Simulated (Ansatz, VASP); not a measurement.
# AlNi3 in two plane-wave programs

One calculation is typed for both programs; each brings its own data sets. How far apart do they land? The cell is taken from a series of runs on this material, whose earlier steps may have relaxed, scaled, displaced or heated it; both programs get it as it stands.

Main program and level: Ansatz 0.2.0; plane waves, with VASP 6.6.1 beside it; single point at r2SCAN.

In doubt: warnings of the run leave room for a lower electronic state, so energies may not be the lowest and differences between runs may mislead.

## Step 1: Starting point

It takes space group Pm-3m (No. 221, cubic). Conventional cell: a = 3.523 Å, b = 3.523 Å, c = 3.523 Å, α = 90.00°, β = 90.00°, γ = 90.00°. Al has 12 Ni at 2.49 Å nearest. Ni has 8 Ni at 2.49 Å and 4 Al at 2.49 Å nearest. Nearest to Ni lie 8 Ni at 2.49 Å and 4 Al at 2.49 Å. Farther neighbours are not listed.

## Step 2: Ansatz: single point, r2SCAN

Ansatz runs on its default PAW (the set named soft_2) files.

A single point gives forces, pressure and levels at one fixed geometry, so differences don't come from the geometry; what else differs is listed under the comparison.

Contents of input.yaml:

```yaml
crystal:
  lattice:
    - [3.523054727, 0.0, 0.0]
    - [0.0, 3.523054727, 0.0]
    - [0.0, 0.0, 7.046109454]
  atoms:
    - { symbol: Al, position: [0.0, 0.0, 0.0] }
    - { symbol: Al, position: [0.0, 0.0, 0.5] }
    - { symbol: Ni, position: [0.0, 0.5, 0.25], spin: 1.0 }
    - { symbol: Ni, position: [0.0, 0.5, 0.75], spin: 1.0 }
    - { symbol: Ni, position: [0.5, 0.0, 0.25], spin: 1.0 }
    - { symbol: Ni, position: [0.5, 0.0, 0.75], spin: -1.0 }
    - { symbol: Ni, position: [0.5, 0.5, 0.0], spin: -1.0 }
    - { symbol: Ni, position: [0.5, 0.5, 0.5], spin: -1.0 }
magnetization:
  spin_polarized: true
kpoints:
  mp_grid: { grid: [11, 11, 6] }
hamiltonian:
  xc: r2scan
scf:
  occupations: { method: fermi_dirac, width: 0.1 }
output:
  eigenvalues: true
```

On the command line:

```
$ ansatz run input.yaml --threads 4 --pin off --max-ram 8192MiB --backend cpu --events-out ev --progress --plain --runs-dir out
```

Numbers of over 12 decimals in the logs are rounded to 6 here.

The program printed:

```text
Engine: ansatz 0.2.0, x86_64-unknown-linux-gnu
Pseudopotentials: kind: paw
Pseudopotential: Al, paw, valence charge 3, recommended cutoff 500 eV (meta_gga), Al.paw.azcp
Pseudopotential: Ni, paw, valence charge 18, recommended cutoff 500 eV (meta_gga), Ni.paw.azcp
Functional definition: r2SCAN
  parameter k0 = 0.174
  parameter k1 = 0.065
  parameter a1 = 4.9479
  exchange = r2scan_x(k0 = k0, k1 = k1, a1 = a1)
  correlation = r2scan_c
Crystal: 8 atoms, lattice volume = 87.456 Å³
Basis set: ecut = 500 eV, 2281 PW (Γ), exchange–correlation on 108×108×216 points (64 copies of the dense FFT grid, shifted against one another)
Bands: 72, of which v1, the nominal top of the filled ones, is band 57 counted from 1 (56 counted from 0)
Symmetry: 8 space group operations
Space group: Pmmm (ITA 47), of the structure as read, at distance tolerance 4.4e-5 Å
Magnetic group: BNS 47.249 (UNI 347), of the structure as read, at distance tolerance 4.4e-5 Å
k-points: 144 of 726
Non-local potential: Al, projectors of the file, l = 0: 2, l = 1: 2, l = 2: 1
Non-local potential: Ni, projectors of the file, l = 0: 3, l = 1: 2, l = 2: 3, l = 3: 1
PAW form: soft (Blöchl's): semilocal exchange-correlation on the pseudo side does not see the compensation charge
PAW frozen core: Al, regenerated for the run's functional (the file was generated under x = pbe(κ = 0.804, μ = 0.219515), c = pbe(β = 0.066725))
PAW frozen core: Ni, regenerated for the run's functional (the file was generated under x = pbe(κ = 0.804, μ = 0.219515), c = pbe(β = 0.066725))
PAW one-centre angular grid: Al, 302 points (default); XC on 160 Gauss nodes
PAW one-centre angular grid: Ni, 590 points (default); XC on 160 Gauss nodes
Initial density: superposition of atomic densities (chi_scale 0.1, normalization cell)
Starting moments: Σ|m| = 6 μB on 6 of 8 sites
Starting magnetic order: compensated ferrimagnet; no operation exchanges its spin sublattices
Initial wavefunctions: pseudopotential atomic-orbital guess
Functional: x = r2scan, c = r2scan; τ floored in thin density (d = 2e-4 eV/Å³)
iter 1 solved again at ethr=2.13e-3 eV; its pass at ethr=3.10e-3 eV (dr2=2.43e0 eV) is discarded
SCF iter   1: F=—  HF=-36148.798443 eV  |F-HF|=—  |Δ(HF+E_count)|=         —  Δρ=4.12e-2 (↑4.06e-2 ↓4.12e-2)  dr2=2.16e0  dr2_τ=4.55e-2  dr2_m=4.84e-1  M=0.019 μB ∫|m|=4.600 μB  β_m=0.30  ethr=2.13e-3  ⟨swp⟩=3.6  Hψ=116975  notcnv=0
Mixer restart at iter 1: flushing history
preconditioner: auto → Kerker (q_TF=auto, 2.852 Å⁻¹)  [metal: Δε(μ)=0.001 eV  Ē_g=8.603 eV  σ=0.100 eV  W_gap=0.00  n_scr=38 (ndim 8)  ℏωp=32.3 eV  f_vac=0.000  D(μ)=9.42/eV (n_scr^D=140)]
spin=Collinear: Kerker preconditioning applied to the charge; magnetization (m = ρ↑ − ρ↓) channel mixes plain (no charge-response kernel on spin).
SCF iter   2: F=—  HF=-36148.140643 eV  |F-HF|=—  |Δ(HF+E_count)|=   6.58e-1  Δρ=2.99e-2 (↑2.99e-2 ↓2.92e-2)  dr2=7.11e-1  dr2_τ=7.86e-3  dr2_m=4.36e-1  M=0.026 μB ∫|m|=4.214 μB  β_m=0.30  ethr=1.89e-3  ⟨swp⟩=3.8  Hψ=39733  notcnv=0  defer=1002  κ⁻¹=1.0e0(r=1)
SCF iter   3: F=—  HF=-36150.297754 eV  |F-HF|=—  |Δ(HF+E_count)|=    2.16e0  Δρ=3.07e-2 (↑3.07e-2 ↓3.05e-2)  dr2=8.27e-1  dr2_τ=4.32e-3  dr2_m=5.01e-1  M=0.018 μB ∫|m|=3.910 μB  β_m=0.30  ethr=6.23e-4  ⟨swp⟩=2.0  Hψ=26373  notcnv=0  defer=1261  κ⁻¹=5.8e-3(r=2)
SCF iter   4: F=—  HF=-36149.941462 eV  |F-HF|=—  |Δ(HF+E_count)|=   3.56e-1  Δρ=3.08e-2 (↑3.08e-2 ↓3.07e-2)  dr2=8.36e-1  dr2_τ=4.33e-3  dr2_m=4.97e-1  M=0.019 μB ∫|m|=3.969 μB  β_m=0.30  ethr=6.23e-4  ⟨swp⟩=1.1  Hψ=22422  notcnv=0  defer=1261  κ⁻¹=3.5e-5(r=3)
SCF iter   5: F=—  HF=-36155.073197 eV  |F-HF|=—  |Δ(HF+E_count)|=    5.13e0  Δρ=2.01e-2 (↑1.90e-2 ↓2.01e-2)  dr2=1.59e-1  dr2_τ=1.89e-3  dr2_m=2.75e-1  M=-0.030 μB ∫|m|=2.474 μB  β_m=0.30  ethr=6.23e-4  ⟨swp⟩=3.0  Hψ=41112  notcnv=0  defer=1263  κ⁻¹=1.2e-5(r=4)
SCF iter   6: F=—  HF=-36155.952140 eV  |F-HF|=—  |Δ(HF+E_count)|=         —  Δρ=1.49e-2 (↑1.49e-2 ↓1.41e-2)  dr2=1.41e-2  dr2_τ=1.24e-3  dr2_m=1.64e-1  M=-0.215 μB ∫|m|=0.953 μB  β_m=0.30  ethr=1.39e-4  ⟨swp⟩=2.6  Hψ=37146  notcnv=0  defer=1319
Mixer restart at iter 6: flushing history
SCF iter   7: F=—  HF=-36155.949536 eV  |F-HF|=—  |Δ(HF+E_count)|=   2.60e-3  Δρ=1.53e-2 (↑1.53e-2 ↓1.18e-2)  dr2=4.17e-2  dr2_τ=6.58e-4  dr2_m=1.32e-1  M=-0.302 μB ∫|m|=0.914 μB  β_m=0.30  ethr=1.24e-5  ⟨swp⟩=2.0  Hψ=40146  notcnv=0  defer=1319  κ⁻¹=1.0e0(r=1)
[...]
preconditioner: auto → Kerker (q_TF=auto, 2.009 Å⁻¹)  [metal: Δε(μ)=0.005 eV  Ē_g=8.852 eV  σ=0.100 eV  W_gap=0.01  n_scr=16 (ndim 8)  ℏωp=32.3 eV  f_vac=0.002  D(μ)=4.45/eV (n_scr^D=38)]
spin=Collinear: Kerker preconditioning applied to the charge; magnetization (m = ρ↑ − ρ↓) channel mixes plain (no charge-response kernel on spin).
[...]
Mixer restart at iter 2: flushing history
SCF iter   3: F=—  HF=-36156.023425 eV  |F-HF|=—  |Δ(HF+E_count)|=   8.50e-4  Δρ=4.75e-4 (↑3.51e-4 ↓4.75e-4)  dr2=9.25e-5  dr2_τ=9.86e-7  dr2_m=1.23e-4  M=-1.741 μB ∫|m|=2.630 μB  β_m=1.00  ethr=1.68e-7  ⟨swp⟩=2.2  Hψ=36557  notcnv=0  κ⁻¹=1.0e0(r=1)
SCF iter   4: F=—  HF=-36156.025458 eV  |F-HF|=—  |Δ(HF+E_count)|=   2.03e-3  Δρ=3.06e-4 (↑2.14e-4 ↓3.06e-4)  dr2=4.42e-5  dr2_τ=3.55e-7  dr2_m=4.68e-5  M=-1.736 μB ∫|m|=2.611 μB  β_m=1.00  ethr=3.27e-8  ⟨swp⟩=2.0  Hψ=37350  notcnv=0  κ⁻¹=1.7e-2(r=2)
SCF iter   5: F=—  HF=-36156.028111 eV  |F-HF|=—  |Δ(HF+E_count)|=   2.65e-3  Δρ=1.21e-4 (↑4.57e-5 ↓1.21e-4)  dr2=1.06e-5  dr2_τ=7.01e-8  dr2_m=3.18e-6  M=-1.726 μB ∫|m|=2.576 μB  β_m=1.00  ethr=1.56e-8  ⟨swp⟩=3.0  Hψ=48687  notcnv=0  κ⁻¹=3.0e-3(r=3)
SCF iter   6: F=—  HF=-36156.028520 eV  |F-HF|=—  |Δ(HF+E_count)|=   4.08e-4  Δρ=5.51e-5 (↑3.96e-5 ↓5.51e-5)  dr2=6.51e-6  dr2_τ=1.55e-8  dr2_m=2.20e-7  M=-1.722 μB ∫|m|=2.564 μB  β_m=1.00  ethr=3.76e-9  ⟨swp⟩=3.2  Hψ=44963  notcnv=0  κ⁻¹=2.3e-4(r=4)
SCF iter   7: F=—  HF=-36156.028558 eV  |F-HF|=—  |Δ(HF+E_count)|=   3.83e-5  Δρ=3.37e-5 (↑1.09e-5 ↓3.37e-5)  dr2=1.21e-6  dr2_τ=2.51e-9  dr2_m=2.27e-7  M=-1.722 μB ∫|m|=2.564 μB  β_m=1.00  ethr=2.30e-9  ⟨swp⟩=2.0  Hψ=37360  notcnv=0  κ⁻¹=5.1e-5(r=5)
SCF iter   8: F=—  HF=-36156.028574 eV  |F-HF|=—  |Δ(HF+E_count)|=   1.57e-5  Δρ=1.33e-5 (↑1.33e-5 ↓9.62e-6)  dr2=7.88e-8  dr2_τ=1.82e-9  dr2_m=2.41e-8  M=-1.721 μB ∫|m|=2.561 μB  β_m=1.00  ethr=4.26e-10  ⟨swp⟩=2.6  Hψ=40340  notcnv=0  κ⁻¹=2.4e-5(r=6)
SCF iter   9: F=—  HF=-36156.028573 eV  |F-HF|=—  |Δ(HF+E_count)|=   6.04e-7  Δρ=5.47e-6 (↑5.47e-6 ↓5.41e-6)  dr2=2.58e-8  dr2_τ=6.06e-10  dr2_m=5.92e-10  M=-1.722 μB ∫|m|=2.561 μB  β_m=1.00  ethr=2.78e-11  ⟨swp⟩=2.9  Hψ=41328  notcnv=0  κ⁻¹=2.5e-6(r=7)
SCF iter  10: F=—  HF=-36156.028574 eV  |F-HF|=—  |Δ(HF+E_count)|=   3.58e-7  Δρ=2.95e-6 (↑2.10e-6 ↓2.95e-6)  dr2=5.00e-9  dr2_τ=6.96e-11  dr2_m=2.42e-9  M=-1.722 μB ∫|m|=2.561 μB  β_m=1.00  ethr=9.10e-12  ⟨swp⟩=3.0  Hψ=40059  notcnv=0  κ⁻¹=1.6e-6(r=8)
SCF iter  11: F=-36156.028574 eV  HF=-36156.028574 eV  |F-HF|=2.38e-8  |Δ(HF+E_count)|=   1.41e-7  Δρ=5.52e-6 (↑5.52e-6 ↓4.56e-6)  dr2=5.54e-8  dr2_τ=5.10e-11  dr2_m=2.53e-10  M=-1.722 μB ∫|m|=2.561 μB  ethr=1.77e-12  ⟨swp⟩=2.1  Hψ=78100  notcnv=0
SCF 2 converged in 11 iterations: F = -36156.028574 eV  dr2 = 5.54e-8
  greatest PAW one-centre occupation: 1.001 electrons in one spin orbital (limit 2), on the Ni atom at site 2 (counted from 0), in its partial waves of l = 1
The result is that of the SCF that stage 1 started: 0.083 eV lower in free energy than the state whose close was followed first; 38 iterations were spent on what was left
WARN: the starting moments were not kept: 3 of 6 ended reversed and 3 kept their direction, counting a site from 0.1 of the cell's largest site moment. The largest reversed, site 3 (counted from 0, in the order of the report's site_moments_mub), started with +1.0 μB and closes at -3.4e-1 μB in its sphere. The starting moments cancel, and the net magnetisation is 1.8e0 μB in size, over 0.1 of its absolute magnetisatio [...]
SCF converged after 11 iterations
Magnetization: -1.7217 μB (56.1391 up, 57.8609 down)
Absolute magnetization: 2.5612 μB (∫|ρ↑−ρ↓|, with the PAW one-centre terms)
Spin contamination: 0.0963 ħ² per cell (⟨S²⟩ above its minimum at these occupations)
Per-site moments (μB) at R_I (Å): [(0.030533, 1.027610), (0.030533, 1.027610), (-0.344493, 1.027610), (-0.344493, 1.027610), (-0.344492, 1.027610), (-0.344492, 1.027610), (-0.344416, 1.027610), (-0.344416, 1.027610)]
Free energy (F): -36156.028574 eV
Harris-Foulkes:  -36156.028574 eV  (|F-HF|=2.38e-8)
Internal energy: -36155.872899 eV  (E = F + TS)
E sigma→0 (E₀):  -36155.950736 eV
Entropy (-TS):   -0.155675 eV (-19.459 meV/atom)
Fermi energy:    16.349712 eV
--- Per-component energies (eV) ---
  E_band       = -1958.368619
  E_kinetic    = 1755.740472
  E_local      = -23774.957431  (includes V_loc(G=0)·N_el)
  E_nonlocal   = 3861.385644
  E_hartree    = 10147.958163
  E_xc         = -552.190755
  E_vxc        = -774.734510  (∫ρ·V_xc dr)
  E_paw        = -10815.530658  (= ΣΔE_a)
  E_vpaw       = -3378.073224  (= ΣTr[D̂ρ^β])
  E_aug_tail   = 0.001375  (compensation charges beyond the density's cutoff)
  E_vtau       = 56.304689  (kinetic-family band-sum trace: ∫τ·v_τ [+ j·A + Jᵃ·Aᵃ] dr)
  E_ewald      = -16776.359082
  E_core_change = -1.920628  (= ΣΔE_core)
  E_smearing   = -0.155675  (= −TS)
  E_closure    = -0.000000  (closes the sum)
  Σ components = -36156.028574   (vs F -36156.028574, Δ=0.00e0)
--- Band table (eV; the first three rows and the last of 288) ---
  k-point 0 ↑: bands = [... 53 lower, 16.8680, 16.8680, 16.8683, 16.8696, 16.9995, 16.9995, 16.9995, 22.1516, ... 11 higher]
  k-point 1 ↑: bands = [... 53 lower, 16.4598, 16.4598, 16.6625, 16.8684, 16.8696, 17.5336, 17.5336, 21.0588, ... 11 higher]
  k-point 2 ↑: bands = [... 53 lower, 16.1009, 16.1009, 16.2154, 16.8687, 16.8693, 18.2506, 18.2506, 20.0209, ... 11 higher]
  k-point 143 ↓: bands = [... 53 lower, 15.2783, 15.4677, 15.4677, 15.5757, 15.5757, 16.6241, 16.6241, 16.8098, ... 11 higher]
```

Reading the cycles: dr2 is the Hartree energy of the density residual (eV), the measure of convergence; HF is the Harris–Foulkes estimate of the energy, which meets the free energy F at convergence.

[end of part 1 of 2]

[Lines on the potential files, build, host, timing and source positions are cut from VASP's logs without a mark.]

[Logs are printed without paths, hosts, clocks, repeated set-up lines and the standing remarks that a program may print on its own settings, such as how far it seeks lower states.]

[Hosts, paths, dates, database ids (printed as entryN), source tags and the programs' standing remarks are cut or masked in the printed files.]
